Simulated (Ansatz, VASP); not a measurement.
## Cross-check of GaSb between VASP and Ansatz

Wanted: the spread between two codes on one cell, functional and k mesh. The cell is taken from a series of runs on this material, whose earlier steps may have relaxed, scaled, displaced or heated it; both programs get it as it stands.

Program: Ansatz 0.2.0. Level of theory: plane waves, with VASP 6.6.1 beside it; zone-centre phonons at PBEsol. Results are calculated unless marked as measured.

## (1) Starting point

It takes space group I-4m2 (No. 119, tetragonal). The conventional cell has a = 4.278 Å, b = 4.278 Å, c = 6.167 Å, α = 90.00°, β = 90.00°, γ = 90.00°. Nearest to Ga lie 4 Sb at 2.64 Å. Nearest to Sb lie 4 Ga at 2.64 Å. Farther neighbours are not listed.

Coordinates:

```xyz
2
Lattice="0.0000 3.0252 3.0835 3.0252 0.0000 3.0835 3.0252 3.0252 0.0000" Properties=species:S:1:pos:R:3 pbc="T T T"
Ga    0.0001    0.0001    0.0001
Sb    4.5378    4.5378    4.6251
```

## (2) VASP: zone-centre phonons, PBEsol

Second derivatives magnify differences that forces hide, and they need a tight electronic threshold.

Lines of VASP's logs that name or quote its potential files are left out, and so is its time.

INCAR reads:

```
SYSTEM = GaSb
PREC = Accurate
ENCUT = 500
EDIFF = 1E-08
NELM = 120
ISMEAR = 0
SIGMA = 0.015
LREAL = .FALSE.
ALGO = Normal
GGA = PS
NBANDS = 15
LORBIT = 11
LWAVE = .FALSE.
LCHARG = .FALSE.
ISIF = 2
ISYM = 2
IBRION = 8
LASPH = .TRUE.
GGA_COMPAT = .FALSE.
EFERMI = MIDGAP
KPAR = 2
```

POSCAR reads:

```
GaSb
1.0
    0.0000000000      3.0252329753      3.0834950170
    3.0252329753      0.0000000000      3.0834950170
    3.0252329753      3.0252329753      0.0000000000
Ga Sb
1 1
Direct
    0.0000178444      0.0000178444      0.0000096095
    0.7499821556      0.7499821556      0.7499903905
```

KPOINTS reads:

```
Points of the shifted mesh
1728
Reciprocal
 0.0416666667  0.0416666667  0.0416666667 1
 0.0416666667  0.0416666667  0.1250000000 1
 0.0416666667  0.0416666667  0.2083333333 1
 0.0416666667  0.0416666667  0.2916666667 1
 0.0416666667  0.0416666667  0.3750000000 1
 0.0416666667  0.0416666667  0.4583333333 1
 0.0416666667  0.0416666667  0.5416666667 1
 0.0416666667  0.0416666667  0.6250000000 1
 0.0416666667  0.0416666667  0.7083333333 1
 0.0416666667  0.0416666667  0.7916666667 1
 0.0416666667  0.0416666667  0.8750000000 1
 0.0416666667  0.0416666667  0.9583333333 1
 0.0416666667  0.1250000000  0.0416666667 1
 0.0416666667  0.1250000000  0.1250000000 1
 0.0416666667  0.1250000000  0.2083333333 1
 0.0416666667  0.1250000000  0.2916666667 1
 0.0416666667  0.1250000000  0.3750000000 1
 0.0416666667  0.1250000000  0.4583333333 1
 0.0416666667  0.1250000000  0.5416666667 1
 0.0416666667  0.1250000000  0.6250000000 1
 0.0416666667  0.1250000000  0.7083333333 1
 0.0416666667  0.1250000000  0.7916666667 1
 0.0416666667  0.1250000000  0.8750000000 1
 0.0416666667  0.1250000000  0.9583333333 1
 0.0416666667  0.2083333333  0.0416666667 1
 0.0416666667  0.2083333333  0.1250000000 1
 0.0416666667  0.2083333333  0.2083333333 1
 0.0416666667  0.2083333333  0.2916666667 1
 0.0416666667  0.2083333333  0.3750000000 1
 0.0416666667  0.2083333333  0.4583333333 1
 0.0416666667  0.2083333333  0.5416666667 1
 0.0416666667  0.2083333333  0.6250000000 1
 0.0416666667  0.2083333333  0.7083333333 1
 0.0416666667  0.2083333333  0.7916666667 1
 0.0416666667  0.2083333333  0.8750000000 1
 0.0416666667  0.2083333333  0.9583333333 1
 0.0416666667  0.2916666667  0.0416666667 1
 0.0416666667  0.2916666667  0.1250000000 1
 0.0416666667  0.2916666667  0.2083333333 1
 0.0416666667  0.2916666667  0.2916666667 1
 0.0416666667  0.2916666667  0.3750000000 1
 0.0416666667  0.2916666667  0.4583333333 1
 0.0416666667  0.2916666667  0.5416666667 1
 0.0416666667  0.2916666667  0.6250000000 1
 0.0416666667  0.2916666667  0.7083333333 1
 0.0416666667  0.2916666667  0.7916666667 1
 0.0416666667  0.2916666667  0.8750000000 1
 0.0416666667  0.2916666667  0.9583333333 1
 0.0416666667  0.3750000000  0.0416666667 1
 0.0416666667  0.3750000000  0.1250000000 1
 0.0416666667  0.3750000000  0.2083333333 1
 0.0416666667  0.3750000000  0.2916666667 1
 0.0416666667  0.3750000000  0.3750000000 1
 0.0416666667  0.3750000000  0.4583333333 1
 0.0416666667  0.3750000000  0.5416666667 1
 0.0416666667  0.3750000000  0.6250000000 1
 0.0416666667  0.3750000000  0.7083333333 1
 0.0416666667  0.3750000000  0.7916666667 1
 0.0416666667  0.3750000000  0.8750000000 1
 0.0416666667  0.3750000000  0.9583333333 1
 0.0416666667  0.4583333333  0.0416666667 1
 0.0416666667  0.4583333333  0.1250000000 1
 0.0416666667  0.4583333333  0.2083333333 1
 0.0416666667  0.4583333333  0.2916666667 1
 0.0416666667  0.4583333333  0.3750000000 1
 0.0416666667  0.4583333333  0.4583333333 1
 0.0416666667  0.4583333333  0.5416666667 1
 0.0416666667  0.4583333333  0.6250000000 1
 0.0416666667  0.4583333333  0.7083333333 1
 0.0416666667  0.4583333333  0.7916666667 1
 0.0416666667  0.4583333333  0.8750000000 1
 0.0416666667  0.4583333333  0.9583333333 1
 0.0416666667  0.5416666667  0.0416666667 1
 0.0416666667  0.5416666667  0.1250000000 1
 0.0416666667  0.5416666667  0.2083333333 1
 0.0416666667  0.5416666667  0.2916666667 1
 0.0416666667  0.5416666667  0.3750000000 1
 0.0416666667  0.5416666667  0.4583333333 1
 0.0416666667  0.5416666667  0.5416666667 1
 0.0416666667  0.5416666667  0.6250000000 1
 0.0416666667  0.5416666667  0.7083333333 1
 0.0416666667  0.5416666667  0.7916666667 1
 0.0416666667  0.5416666667  0.8750000000 1
 0.0416666667  0.5416666667  0.9583333333 1
 0.0416666667  0.6250000000  0.0416666667 1
 0.0416666667  0.6250000000  0.1250000000 1
 0.0416666667  0.6250000000  0.2083333333 1
 0.0416666667  0.6250000000  0.2916666667 1
 0.0416666667  0.6250000000  0.3750000000 1
 0.0416666667  0.6250000000  0.4583333333 1
 0.0416666667  0.6250000000  0.5416666667 1
 0.0416666667  0.6250000000  0.6250000000 1
 0.0416666667  0.6250000000  0.7083333333 1
 0.0416666667  0.6250000000  0.7916666667 1
 0.0416666667  0.6250000000  0.8750000000 1
 0.0416666667  0.6250000000  0.9583333333 1
 0.0416666667  0.7083333333  0.0416666667 1
 0.0416666667  0.7083333333  0.1250000000 1
 0.0416666667  0.7083333333  0.2083333333 1
 0.0416666667  0.7083333333  0.2916666667 1
 0.0416666667  0.7083333333  0.3750000000 1
 0.0416666667  0.7083333333  0.4583333333 1
 0.0416666667  0.7083333333  0.5416666667 1
 0.0416666667  0.7083333333  0.6250000000 1
 0.0416666667  0.7083333333  0.7083333333 1
 0.0416666667  0.7083333333  0.7916666667 1
 0.0416666667  0.7083333333  0.8750000000 1
 0.0416666667  0.7083333333  0.9583333333 1
 0.0416666667  0.7916666667  0.0416666667 1
 0.0416666667  0.7916666667  0.1250000000 1
 0.0416666667  0.7916666667  0.2083333333 1
 0.0416666667  0.7916666667  0.2916666667 1
[... 1390 lines left out ...]
 0.8750000000  0.4583333333  0.1250000000 1
 0.8750000000  0.4583333333  0.2083333333 1
 0.8750000000  0.4583333333  0.2916666667 1
 0.8750000000  0.4583333333  0.3750000000 1
 0.8750000000  0.4583333333  0.4583333333 1
 0.8750000000  0.4583333333  0.5416666667 1
 0.8750000000  0.4583333333  0.6250000000 1
 0.8750000000  0.4583333333  0.7083333333 1
 0.8750000000  0.4583333333  0.7916666667 1
 0.8750000000  0.4583333333  0.8750000000 1
 0.8750000000  0.4583333333  0.9583333333 1
 0.8750000000  0.5416666667  0.0416666667 1
 0.8750000000  0.5416666667  0.1250000000 1
 0.8750000000  0.5416666667  0.2083333333 1
 0.8750000000  0.5416666667  0.2916666667 1
 0.8750000000  0.5416666667  0.3750000000 1
 0.8750000000  0.5416666667  0.4583333333 1
 0.8750000000  0.5416666667  0.5416666667 1
 0.8750000000  0.5416666667  0.6250000000 1
 0.8750000000  0.5416666667  0.7083333333 1
 0.8750000000  0.5416666667  0.7916666667 1
 0.8750000000  0.5416666667  0.8750000000 1
 0.8750000000  0.5416666667  0.9583333333 1
 0.8750000000  0.6250000000  0.0416666667 1
 0.8750000000  0.6250000000  0.1250000000 1
 0.8750000000  0.6250000000  0.2083333333 1
 0.8750000000  0.6250000000  0.2916666667 1
 0.8750000000  0.6250000000  0.3750000000 1
 0.8750000000  0.6250000000  0.4583333333 1
 0.8750000000  0.6250000000  0.5416666667 1
 0.8750000000  0.6250000000  0.6250000000 1
 0.8750000000  0.6250000000  0.7083333333 1
 0.8750000000  0.6250000000  0.7916666667 1
 0.8750000000  0.6250000000  0.8750000000 1
 0.8750000000  0.6250000000  0.9583333333 1
 0.8750000000  0.7083333333  0.0416666667 1
 0.8750000000  0.7083333333  0.1250000000 1
 0.8750000000  0.7083333333  0.2083333333 1
 0.8750000000  0.7083333333  0.2916666667 1
 0.8750000000  0.7083333333  0.3750000000 1
 0.8750000000  0.7083333333  0.4583333333 1
 0.8750000000  0.7083333333  0.5416666667 1
 0.8750000000  0.7083333333  0.6250000000 1
 0.8750000000  0.7083333333  0.7083333333 1
 0.8750000000  0.7083333333  0.7916666667 1
 0.8750000000  0.7083333333  0.8750000000 1
 0.8750000000  0.7083333333  0.9583333333 1
 0.8750000000  0.7916666667  0.0416666667 1
 0.8750000000  0.7916666667  0.1250000000 1
 0.8750000000  0.7916666667  0.2083333333 1
 0.8750000000  0.7916666667  0.2916666667 1
 0.8750000000  0.7916666667  0.3750000000 1
 0.8750000000  0.7916666667  0.4583333333 1
 0.8750000000  0.7916666667  0.5416666667 1
 0.8750000000  0.7916666667  0.6250000000 1
 0.8750000000  0.7916666667  0.7083333333 1
 0.8750000000  0.7916666667  0.7916666667 1
 0.8750000000  0.7916666667  0.8750000000 1
 0.8750000000  0.7916666667  0.9583333333 1
 0.8750000000  0.8750000000  0.0416666667 1
 0.8750000000  0.8750000000  0.1250000000 1
 0.8750000000  0.8750000000  0.2083333333 1
 0.8750000000  0.8750000000  0.2916666667 1
 0.8750000000  0.8750000000  0.3750000000 1
 0.8750000000  0.8750000000  0.4583333333 1
 0.8750000000  0.8750000000  0.5416666667 1
 0.8750000000  0.8750000000  0.6250000000 1
 0.8750000000  0.8750000000  0.7083333333 1
 0.8750000000  0.8750000000  0.7916666667 1
 0.8750000000  0.8750000000  0.8750000000 1
 0.8750000000  0.8750000000  0.9583333333 1
 0.8750000000  0.9583333333  0.0416666667 1
 0.8750000000  0.9583333333  0.1250000000 1
 0.8750000000  0.9583333333  0.2083333333 1
 0.8750000000  0.9583333333  0.2916666667 1
 0.8750000000  0.9583333333  0.3750000000 1
 0.8750000000  0.9583333333  0.4583333333 1
 0.8750000000  0.9583333333  0.5416666667 1
 0.8750000000  0.9583333333  0.6250000000 1
 0.8750000000  0.9583333333  0.7083333333 1
 0.8750000000  0.9583333333  0.7916666667 1
 0.8750000000  0.9583333333  0.8750000000 1
 0.8750000000  0.9583333333  0.9583333333 1
 0.9583333333  0.0416666667  0.0416666667 1
 0.9583333333  0.0416666667  0.1250000000 1
 0.9583333333  0.0416666667  0.2083333333 1
 0.9583333333  0.0416666667  0.2916666667 1
 0.9583333333  0.0416666667  0.3750000000 1
 0.9583333333  0.0416666667  0.4583333333 1
 0.9583333333  0.0416666667  0.5416666667 1
 0.9583333333  0.0416666667  0.6250000000 1
 0.9583333333  0.0416666667  0.7083333333 1
 0.9583333333  0.0416666667  0.7916666667 1
 0.9583333333  0.0416666667  0.8750000000 1
 0.9583333333  0.0416666667  0.9583333333 1
 0.9583333333  0.1250000000  0.0416666667 1
 0.9583333333  0.1250000000  0.1250000000 1
 0.9583333333  0.1250000000  0.2083333333 1
 0.9583333333  0.1250000000  0.2916666667 1
 0.9583333333  0.1250000000  0.3750000000 1
 0.9583333333  0.1250000000  0.4583333333 1
 0.9583333333  0.1250000000  0.5416666667 1
 0.9583333333  0.1250000000  0.6250000000 1
 0.9583333333  0.1250000000  0.7083333333 1
 0.9583333333  0.1250000000  0.7916666667 1
 0.9583333333  0.1250000000  0.8750000000 1
 0.9583333333  0.1250000000  0.9583333333 1
 0.9583333333  0.2083333333  0.0416666667 1
 0.9583333333  0.2083333333  0.1250000000 1
 0.9583333333  0.2083333333  0.2083333333 1
 0.9583333333  0.2083333333  0.2916666667 1
 0.9583333333  0.2083333333  0.3750000000 1
 0.9583333333  0.2083333333  0.4583333333 1
 0.9583333333  0.2083333333  0.5416666667 1
 0.9583333333  0.2083333333  0.6250000000 1
 0.9583333333  0.2083333333  0.7083333333 1
 0.9583333333  0.2083333333  0.7916666667 1
 0.9583333333  0.2083333333  0.8750000000 1
 0.9583333333  0.2083333333  0.9583333333 1
 0.9583333333  0.2916666667  0.0416666667 1
 0.9583333333  0.2916666667  0.1250000000 1
 0.9583333333  0.2916666667  0.2083333333 1
 0.9583333333  0.2916666667  0.2916666667 1
 0.9583333333  0.2916666667  0.3750000000 1
 0.9583333333  0.2916666667  0.4583333333 1
 0.9583333333  0.2916666667  0.5416666667 1
 0.9583333333  0.2916666667  0.6250000000 1
 0.9583333333  0.2916666667  0.7083333333 1
 0.9583333333  0.2916666667  0.7916666667 1
 0.9583333333  0.2916666667  0.8750000000 1
 0.9583333333  0.2916666667  0.9583333333 1
 0.9583333333  0.3750000000  0.0416666667 1
 0.9583333333  0.3750000000  0.1250000000 1
 0.9583333333  0.3750000000  0.2083333333 1
 0.9583333333  0.3750000000  0.2916666667 1
 0.9583333333  0.3750000000  0.3750000000 1
 0.9583333333  0.3750000000  0.4583333333 1
 0.9583333333  0.3750000000  0.5416666667 1
 0.9583333333  0.3750000000  0.6250000000 1
 0.9583333333  0.3750000000  0.7083333333 1
 0.9583333333  0.3750000000  0.7916666667 1
 0.9583333333  0.3750000000  0.8750000000 1
 0.9583333333  0.3750000000  0.9583333333 1
 0.9583333333  0.4583333333  0.0416666667 1
 0.9583333333  0.4583333333  0.1250000000 1
 0.9583333333  0.4583333333  0.2083333333 1
 0.9583333333  0.4583333333  0.2916666667 1
 0.9583333333  0.4583333333  0.3750000000 1
 0.9583333333  0.4583333333  0.4583333333 1
 0.9583333333  0.4583333333  0.5416666667 1
 0.9583333333  0.4583333333  0.6250000000 1
 0.9583333333  0.4583333333  0.7083333333 1
 0.9583333333  0.4583333333  0.7916666667 1
 0.9583333333  0.4583333333  0.8750000000 1
 0.9583333333  0.4583333333  0.9583333333 1
 0.9583333333  0.5416666667  0.0416666667 1
 0.9583333333  0.5416666667  0.1250000000 1
 0.9583333333  0.5416666667  0.2083333333 1
 0.9583333333  0.5416666667  0.2916666667 1
 0.9583333333  0.5416666667  0.3750000000 1
 0.9583333333  0.5416666667  0.4583333333 1
 0.9583333333  0.5416666667  0.5416666667 1
 0.9583333333  0.5416666667  0.6250000000 1
 0.9583333333  0.5416666667  0.7083333333 1
 0.9583333333  0.5416666667  0.7916666667 1
 0.9583333333  0.5416666667  0.8750000000 1
 0.9583333333  0.5416666667  0.9583333333 1
 0.9583333333  0.6250000000  0.0416666667 1
 0.9583333333  0.6250000000  0.1250000000 1
 0.9583333333  0.6250000000  0.2083333333 1
 0.9583333333  0.6250000000  0.2916666667 1
 0.9583333333  0.6250000000  0.3750000000 1
 0.9583333333  0.6250000000  0.4583333333 1
 0.9583333333  0.6250000000  0.5416666667 1
 0.9583333333  0.6250000000  0.6250000000 1
 0.9583333333  0.6250000000  0.7083333333 1
 0.9583333333  0.6250000000  0.7916666667 1
 0.9583333333  0.6250000000  0.8750000000 1
 0.9583333333  0.6250000000  0.9583333333 1
 0.9583333333  0.7083333333  0.0416666667 1
 0.9583333333  0.7083333333  0.1250000000 1
 0.9583333333  0.7083333333  0.2083333333 1
 0.9583333333  0.7083333333  0.2916666667 1
 0.9583333333  0.7083333333  0.3750000000 1
 0.9583333333  0.7083333333  0.4583333333 1
 0.9583333333  0.7083333333  0.5416666667 1
 0.9583333333  0.7083333333  0.6250000000 1
 0.9583333333  0.7083333333  0.7083333333 1
 0.9583333333  0.7083333333  0.7916666667 1
 0.9583333333  0.7083333333  0.8750000000 1
 0.9583333333  0.7083333333  0.9583333333 1
 0.9583333333  0.7916666667  0.0416666667 1
 0.9583333333  0.7916666667  0.1250000000 1
 0.9583333333  0.7916666667  0.2083333333 1
 0.9583333333  0.7916666667  0.2916666667 1
 0.9583333333  0.7916666667  0.3750000000 1
 0.9583333333  0.7916666667  0.4583333333 1
 0.9583333333  0.7916666667  0.5416666667 1
 0.9583333333  0.7916666667  0.6250000000 1
 0.9583333333  0.7916666667  0.7083333333 1
 0.9583333333  0.7916666667  0.7916666667 1
 0.9583333333  0.7916666667  0.8750000000 1
 0.9583333333  0.7916666667  0.9583333333 1
 0.9583333333  0.8750000000  0.0416666667 1
 0.9583333333  0.8750000000  0.1250000000 1
 0.9583333333  0.8750000000  0.2083333333 1
 0.9583333333  0.8750000000  0.2916666667 1
 0.9583333333  0.8750000000  0.3750000000 1
 0.9583333333  0.8750000000  0.4583333333 1
 0.9583333333  0.8750000000  0.5416666667 1
 0.9583333333  0.8750000000  0.6250000000 1
 0.9583333333  0.8750000000  0.7083333333 1
 0.9583333333  0.8750000000  0.7916666667 1
 0.9583333333  0.8750000000  0.8750000000 1
 0.9583333333  0.8750000000  0.9583333333 1
 0.9583333333  0.9583333333  0.0416666667 1
 0.9583333333  0.9583333333  0.1250000000 1
 0.9583333333  0.9583333333  0.2083333333 1
 0.9583333333  0.9583333333  0.2916666667 1
 0.9583333333  0.9583333333  0.3750000000 1
 0.9583333333  0.9583333333  0.4583333333 1
 0.9583333333  0.9583333333  0.5416666667 1
 0.9583333333  0.9583333333  0.6250000000 1
 0.9583333333  0.9583333333  0.7083333333 1
 0.9583333333  0.9583333333  0.7916666667 1
 0.9583333333  0.9583333333  0.8750000000 1
 0.9583333333  0.9583333333  0.9583333333 1
```

Potentials, in the order of the species: Ga_d and Sb (PBE family, release 64).

Command:

```
$ mpirun -np 2 vasp_std
```

Numbers of over 12 decimals in the logs are rounded to 6 here.

Output:

```text
[banner, memory and clock lines left out]
running    2 mpi-ranks, on    1 nodes
[...]
|                                                                             |
|               ----> ADVICE to this user running VASP <----                  |
|                                                                             |
|     You enforced a specific xc type in the INCAR file but a different       |
|     [... a line on the potential file left out ...]
|     I HOPE YOU KNOW WHAT YOU ARE DOING!                                     |
|                                                                             |

 LDA part: xc-table for (Slater+PW92), standard interpolation
 POSCAR, INCAR and KPOINTS ok, starting setup
[...]
entering main loop
       N       E                     dE             d eps       ncg     rms          rms(c)
DAV:   1     0.795422853231E+02    0.79542E+02   -0.85122E+03 52576   0.145E+03
DAV:   2    -0.215877040377E+01   -0.81701E+02   -0.78854E+02 60191   0.299E+02
DAV:   3    -0.814754819206E+01   -0.59888E+01   -0.59686E+01 62207   0.669E+01
DAV:   4    -0.825230969564E+01   -0.10476E+00   -0.10474E+00 64046   0.996E+00
[...]
DAV:  13    -0.815240524455E+01    0.17451E-07   -0.44287E-08 59801   0.140E-03    0.518E-04
DAV:  14    -0.815240528717E+01   -0.42622E-07   -0.39668E-09 53675   0.850E-04    0.682E-05
DAV:  15    -0.815240529475E+01   -0.75797E-08   -0.72157E-10 35818   0.345E-04
   1 F= -.81524053E+01 E0= -.81524053E+01  d E =-.962088E-74
 Linear response reoptimize wavefunctions to high precision
DAV:   1    -0.815240529043E+01    0.43174E-08   -0.16401E-10 39640   0.160E-04
DAV:   2    -0.815240529043E+01    0.90949E-12   -0.44805E-11 31506   0.692E-05
 Linear response DOF=           4
 Linear response progress:
  Degree of freedom:   1/  4
       N       E                     dE             d eps       ncg     rms          rms(c)
RMM:   1    -0.165918798902E+00   -0.16592E+00    0.73419E-02 64680   0.809E+00
RMM:   2    -0.164725465807E+00    0.11933E-02   -0.27443E-02 98113   0.137E+00    0.392E-02
RMM:   3    -0.164848944187E+00   -0.12348E-03   -0.36369E-03102177   0.440E-01    0.262E-02
RMM:   4    -0.164758012424E+00    0.90932E-04   -0.17215E-03110880   0.205E-01    0.135E-02
[...]
RMM:  12    -0.164754413038E+00   -0.21500E-07   -0.31226E-09108891   0.245E-04    0.911E-06
RMM:  13    -0.164754519838E+00   -0.10680E-06    0.20957E-09107671   0.127E-04    0.634E-07
RMM:  14    -0.164754513077E+00    0.67609E-08    0.11194E-08108975   0.664E-05    0.257E-06
 first order change of Fermi-energy  -0.61756E+00
 force on displaced ion       1 direction 1 :  -8.165   0.001  -0.001
 Linear response progress:
  Degree of freedom:   2/  4
       N       E                     dE             d eps       ncg     rms          rms(c)
RMM:   1    -0.166130026498E+00   -0.16613E+00    0.63472E-02 64672   0.800E+00
RMM:   2    -0.164930661936E+00    0.11994E-02   -0.28157E-02 98080   0.135E+00    0.390E-02
RMM:   3    -0.164961734111E+00   -0.31072E-04   -0.34910E-03102895   0.422E-01    0.266E-02
RMM:   4    -0.164841411016E+00    0.12032E-03   -0.14238E-03110472   0.193E-01    0.131E-02
[...]
RMM:  14    -0.164850765625E+00   -0.23816E-07   -0.56471E-10108600   0.631E-05    0.298E-06
RMM:  15    -0.164850780904E+00   -0.15279E-07   -0.11836E-09107763   0.348E-05    0.832E-07
RMM:  16    -0.164850784701E+00   -0.37972E-08   -0.82126E-10100841   0.205E-05    0.683E-07
 first order change of Fermi-energy  -0.21018E+01
 force on displaced ion       1 direction 3 :  -0.001  -0.001  -8.263
 Linear response progress:
  Degree of freedom:   3/  4
       N       E                     dE             d eps       ncg     rms          rms(c)
RMM:   1    -0.283845967550E-01   -0.28385E-01    0.48534E-03105494   0.137E+00
RMM:   2    -0.256482654681E-01    0.27363E-02   -0.35754E-03 94911   0.387E-01    0.660E-02
RMM:   3    -0.255904372444E-01    0.57828E-04   -0.20775E-04104826   0.104E-01    0.359E-02
RMM:   4    -0.256369515057E-01   -0.46514E-04   -0.42169E-05105060   0.447E-02    0.450E-03
[...]
RMM:   9    -0.256388456187E-01    0.94779E-07   -0.22887E-09105762   0.209E-04    0.168E-05
RMM:  10    -0.256388628477E-01   -0.17229E-07   -0.15034E-10103623   0.850E-05    0.350E-06
RMM:  11    -0.256388641014E-01   -0.12537E-08    0.29170E-10105655   0.296E-05    0.404E-06
 first order change of Fermi-energy   0.61757E+00
 force on displaced ion       2 direction 1 :  -8.208   0.001  -0.001
 Linear response progress:
  Degree of freedom:   4/  4
       N       E                     dE             d eps       ncg     rms          rms(c)
RMM:   1    -0.285845916977E-01   -0.28585E-01    0.39581E-03103937   0.138E+00
RMM:   2    -0.256592722965E-01    0.29253E-02   -0.36352E-03 95517   0.389E-01    0.670E-02
RMM:   3    -0.256109428663E-01    0.48329E-04   -0.20440E-04104585   0.103E-01    0.364E-02
RMM:   4    -0.256663072703E-01   -0.55364E-04   -0.41325E-05105158   0.444E-02    0.446E-03
[...]
RMM:   8    -0.256680027624E-01    0.44120E-06   -0.16423E-08103138   0.581E-04    0.855E-05
RMM:   9    -0.256679062846E-01    0.96478E-07   -0.21921E-09104705   0.223E-04    0.272E-05
RMM:  10    -0.256679049037E-01    0.13808E-08   -0.87050E-10103937   0.899E-05    0.200E-06
 first order change of Fermi-energy   0.21018E+01
 force on displaced ion       2 direction 3 :  -0.001  -0.001  -8.281
 Linear response finished
```

(Part 1 of 2 ends here.)

[Lines on the potential files, build, host, timing and source positions are cut from VASP's logs without a mark.]

[Logs are printed without paths, hosts, clocks, repeated set-up lines and the standing remarks that a program may print on its own settings, such as how far it seeks lower states.]

[Hosts, paths, dates, database ids (printed as entryN), source tags and the programs' standing remarks are cut or masked in the printed files.]
